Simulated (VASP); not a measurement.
OSZICAR of a VASP run on FeSi (B20):

### OSZICAR
```
       N       E                     dE             d eps       ncg     rms          rms(c)
DAV:   1     0.365624456663E+03    0.36562E+03   -0.19622E+04   638   0.188E+03
DAV:   2    -0.314420710078E+02   -0.39707E+03   -0.38608E+03   638   0.433E+02
DAV:   3    -0.719522936904E+02   -0.40510E+02   -0.37085E+02   928   0.157E+02
DAV:   4    -0.739766828870E+02   -0.20244E+01   -0.19738E+01   988   0.424E+01
DAV:   5    -0.740150370334E+02   -0.38354E-01   -0.38314E-01  1007   0.545E+00    0.354E+01
DAV:   6    -0.764400295853E+02   -0.24250E+01   -0.19322E+02   952   0.169E+02    0.259E+01
DAV:   7    -0.668945479419E+02    0.95455E+01   -0.76305E+01   957   0.118E+02    0.105E+01
DAV:   8    -0.665539638719E+02    0.34058E+00   -0.34479E+00   956   0.174E+01    0.273E+00
DAV:   9    -0.664773861094E+02    0.76578E-01   -0.28018E-01  1007   0.568E+00    0.106E+00
DAV:  10    -0.664645560601E+02    0.12830E-01   -0.13900E-02   980   0.101E+00    0.236E-01
DAV:  11    -0.664643011203E+02    0.25494E-03   -0.15946E-03  1007   0.429E-01    0.113E-01
DAV:  12    -0.664642617838E+02    0.39336E-04   -0.96075E-05   996   0.975E-02    0.470E-02
DAV:  13    -0.664642569255E+02    0.48584E-05   -0.56679E-05  1007   0.642E-02    0.194E-02
DAV:  14    -0.664642559013E+02    0.10242E-05   -0.34285E-06   588   0.172E-02    0.394E-03
DAV:  15    -0.664642557891E+02    0.11216E-06   -0.13475E-06   479   0.149E-02
   1 F= -.56399718E+02 E0= -.56399239E+02  d E =-.563997E+02
       N       E                     dE             d eps       ncg     rms          rms(c)
DAV:   1    -0.683357358631E+02   -0.18715E+01   -0.72315E+01   643   0.123E+02    0.197E+01
DAV:   2    -0.676536903519E+02    0.68205E+00   -0.51851E+01   937   0.994E+01    0.122E+01
DAV:   3    -0.654914459347E+02    0.21622E+01   -0.18269E+01   957   0.595E+01    0.421E+00
DAV:   4    -0.653384108991E+02    0.15304E+00   -0.75574E-01   997   0.101E+01    0.124E+00
DAV:   5    -0.653203112991E+02    0.18100E-01   -0.30400E-02  1007   0.173E+00    0.578E-01
DAV:   6    -0.653150100025E+02    0.53013E-02   -0.48132E-03   693   0.521E-01    0.998E-02
DAV:   7    -0.653150660323E+02   -0.56030E-04   -0.96332E-04  1007   0.265E-01    0.638E-02
DAV:   8    -0.653150586015E+02    0.74308E-05   -0.48098E-05   920   0.894E-02    0.295E-02
DAV:   9    -0.653150530572E+02    0.55443E-05   -0.21438E-05   986   0.521E-02    0.118E-02
DAV:  10    -0.653150528864E+02    0.17077E-06   -0.74142E-07   429   0.117E-02
   2 F= -.56132958E+02 E0= -.56132790E+02  d E =0.266760E+00
       N       E                     dE             d eps       ncg     rms          rms(c)
DAV:   1    -0.678004124903E+02   -0.24854E+01   -0.34791E+01   643   0.868E+01    0.123E+01
DAV:   2    -0.682889140238E+02   -0.48850E+00   -0.37099E+01   957   0.827E+01    0.114E+01
DAV:   3    -0.662879535672E+02    0.20010E+01   -0.13375E+01   952   0.462E+01    0.266E+00
DAV:   4    -0.662726528868E+02    0.15301E-01   -0.22796E-01   816   0.396E+00    0.180E+00
DAV:   5    -0.662491125374E+02    0.23540E-01   -0.73725E-02   977   0.356E+00    0.266E-01
DAV:   6    -0.662484880938E+02    0.62444E-03   -0.23754E-03   859   0.538E-01    0.105E-01
DAV:   7    -0.662485009880E+02   -0.12894E-04   -0.75923E-05  1002   0.695E-02    0.425E-02
DAV:   8    -0.662484978481E+02    0.31399E-05   -0.27158E-05   952   0.699E-02    0.508E-03
DAV:   9    -0.662484973738E+02    0.47425E-06   -0.15796E-06   434   0.943E-03
   3 F= -.56475419E+02 E0= -.56475070E+02  d E =-.757003E-01
       N       E                     dE             d eps       ncg     rms          rms(c)
DAV:   1    -0.662422509874E+02    0.62469E-02   -0.38421E-03   653   0.902E-01    0.132E-01
DAV:   2    -0.662422696729E+02   -0.18686E-04   -0.36255E-03   957   0.815E-01    0.108E-01
DAV:   3    -0.662420878900E+02    0.18178E-03   -0.13252E-03   962   0.478E-01    0.276E-02
DAV:   4    -0.662420817377E+02    0.61523E-05   -0.33342E-05   971   0.578E-02    0.522E-03
DAV:   5    -0.662420815721E+02    0.16553E-06   -0.49658E-07   404   0.793E-03
   4 F= -.56475452E+02 E0= -.56475105E+02  d E =-.757332E-01
       N       E                     dE             d eps       ncg     rms          rms(c)
DAV:   1    -0.662371456856E+02    0.49361E-02   -0.45338E-01   638   0.389E+00    0.152E-01
DAV:   2    -0.662378854058E+02   -0.73972E-03   -0.97892E-03   916   0.824E-01    0.941E-02
DAV:   3    -0.662378230364E+02    0.62369E-04   -0.33688E-04   943   0.225E-01    0.671E-02
DAV:   4    -0.662377965240E+02    0.26512E-04   -0.39812E-04   997   0.258E-01    0.456E-02
DAV:   5    -0.662377713061E+02    0.25218E-04   -0.13597E-04   984   0.156E-01    0.605E-03
DAV:   6    -0.662377712532E+02    0.52873E-07   -0.20764E-06   472   0.143E-02
   5 F= -.56477706E+02 E0= -.56477281E+02  d E =-.225476E-02
       N       E                     dE             d eps       ncg     rms          rms(c)
DAV:   1    -0.662347091958E+02    0.30621E-02   -0.10709E-01   638   0.189E+00    0.728E-02
DAV:   2    -0.662348853666E+02   -0.17617E-03   -0.23212E-03   905   0.399E-01    0.458E-02
DAV:   3    -0.662348709857E+02    0.14381E-04   -0.81473E-05   943   0.108E-01    0.321E-02
DAV:   4    -0.662348645323E+02    0.64534E-05   -0.88882E-05   997   0.121E-01    0.215E-02
DAV:   5    -0.662348588788E+02    0.56535E-05   -0.31282E-05   970   0.750E-02    0.271E-03
DAV:   6    -0.662348588744E+02    0.44556E-08   -0.46901E-07   409   0.681E-03
   6 F= -.56477981E+02 E0= -.56477511E+02  d E =-.252983E-02
```

### Question
Which electronic solver shows in the log?

### Answer
It is blocked Davidson (ALGO = Normal, or the opening steps of other solvers). The INCAR had ALGO = Normal.

### Question
How was spin treated?

### Answer
Without spin polarisation: there is no mag entry.

### Question
Can the final energy be trusted as converged?

### Answer
The run converged. It stopped with EDIFF = 1E-6, NELM = 100, NSW = 40 and EDIFFG = -0.02 after 6 ionic steps (LDA (Ceperley-Alder, Perdew-Zunger), plane waves, VASP's LDA PAW potentials (set 64)). Energy and stress use the plane-wave basis of the starting cell.

The compound is FeSi in the B20 structure. This run relaxes it under an external pressure of 20 GPa. Symmetry was kept, so distortions that lower it aren't found. The run is not spin-polarised, so no magnetic state was tried.
